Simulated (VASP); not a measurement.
Here is the system:

```xyz
2
Lattice="3.2071 0.0000 0.0000 -1.6036 2.7775 0.0000 0.0000 0.0000 3.5495" Properties=species:S:1:pos:R:3 pbc="T T T"
Mo     0.0000     0.0000     0.0000
Ge     1.6036     0.9258     1.7748
```

Method: r2SCAN meta-GGA, VASP's PBE PAW potentials (set 64) (plane waves; VASP). Settings: 400 eV cut-off, 15×15×12 Γ-centred mesh, tetrahedra with Blöchl corrections, potentials Mo_sv Ge_d.

Give the energies of bands 11 to 17 at the high-symmetry points, in eV from the Fermi level.

```tsv
band	Γ	M	K	A	L	H
11	-3.07	-5.67	-4.85	-6.54	-4.40	-5.06
12	-1.39	-3.09	-3.63	-0.59	-3.78	-3.73
13	-1.39	-2.54	-2.74	-0.59	-2.16	-1.60
14	0.56	0.38	-0.86	-0.45	-0.18	-0.91
15	0.92	1.84	1.38	-0.45	1.75	1.69
16	0.92	3.02	1.70	0.81	2.39	4.44
17	7.65	3.78	2.69	6.96	4.90	5.32
```

It has no gap at this level: it comes out as a metal or semimetal.

The structure was generated: GeMo was put into the WC type (P-6m2), which need not be its known phase. It was relaxed first, which changed the volume by -15 %.
